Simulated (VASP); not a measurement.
Energy against volume of SiC (wurtzite). All values below come from optB88-vdW, VASP's PBE PAW potentials (set 64) (plane waves; VASP 6.6.1). Run with 520 eV cut-off, 8×8×5 Γ-centred mesh, Gaussian smearing of 0.050 eV, potentials Si C.

Shape and ions are relaxed at each volume.

```tsv
V (Å³/atom)	E (eV/atom)
10.198	-6.33556
10.513	-6.34218
10.828	-6.33629
11.144	-6.31962
```

Fit these four points and predict the energy of the run at 9.882 Å³/atom.

A cubic in V^(−2/3), the third-order Birch-Murnaghan form, passes through the four points with V0 = 10.51 Å³/atom and B0 = 212 GPa, and gives -6.3142 eV/atom there. The run gave -6.3144 eV/atom, -0.2 meV/atom from the fit; all five points give B0 = 211 GPa.

The compound is SiC in the wurtzite structure, the rare 2H polytype. It was relaxed first.
